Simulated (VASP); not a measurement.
An input for Ansatz (written as the equivalent of a VASP run, and not itself run):

Ansatz 0.2 input:
```yaml
crystal:
  lattice:
    - [3.5153604, 0.0000000, 0.0000000]
    - [-1.7576802, 3.0443918, 0.0000000]
    - [0.0000000, 0.0000000, 6.7158191]
  atoms:
    - { symbol: Ge, position: [0.0000000, 1.0000000, 0.0000000] }
    - { symbol: Ge, position: [0.0000000, 1.0000000, 0.5000000] }
    - { symbol: S, position: [0.3333330, 0.6666670, 0.2500000] }
    - { symbol: S, position: [0.6666670, 0.3333330, 0.7500000] }
kpoints:
  mp_grid: { grid: [10, 10, 5] }
hamiltonian:
  xc: pbesol
  pseudopotentials: { kind: paw }
scf:
  occupations: { method: methfessel_paxton, width: 0.1 }
  max_iter: 100
relax:
  max_steps: 40
  f_tol: 0.02
  cell: { p_target: 5 }
output: { forces: true, stress: true, eigenvalues: true }
```

Write the VASP files for the same calculation (PBEsol).

Several could match; the one computed here: 
### KPOINTS
```
Automatic mesh
0
Gamma
10 10 5
0 0 0
```

**POSCAR**
```
GeS
1.0
  3.5153603831   0.0000000000   0.0000000000
 -1.7576801914   3.0443917623   0.0000000000
  0.0000000000   0.0000000000   6.7158190962
Ge S
2 2
Direct
  0.0000000000   1.0000000000   0.0000000000
  0.0000000000   1.0000000000   0.5000000000
  0.3333330000   0.6666670000   0.2500000000
  0.6666670000   0.3333330000   0.7500000000
```

### INCAR
```
ISMEAR = 1   ! Methfessel-Paxton
ENCUT = 500   ! plane-wave cut-off (eV)
LASPH = T
NSW = 40
PREC = Accurate
PSTRESS = 50   ! kbar
NELM = 100   ! most electronic steps
EDIFFG = -0.02   ! ionic stop
SIGMA = 0.1
GGA = PS
SYSTEM = GeS
ALGO = Normal   ! blocked Davidson
LREAL = F   ! projection in real space or not
LWAVE = F
LMAXMIX = 4
EDIFF = 1E-6   ! SCF stop (eV)
IBRION = 2   ! conjugate gradients
LCHARG = F
ISIF = 3
```

POTCAR, in this order: Ge_d S (PBE.64 set). Program: vasp_std.

Limits of the translation: each code has its own PAW files, so the cut-off isn't converted (ENCUT is set for VASP's; basis.ecutwfc is left out, and Ansatz then takes the one that its files recommend); Ansatz stops its SCF on the density residual and VASP on the energy change (EDIFF).

The structure was generated: GeS was put into the NiAs type type (P6_3/mmc), which need not be its known phase. It was relaxed first under an external pressure of 5 GPa.
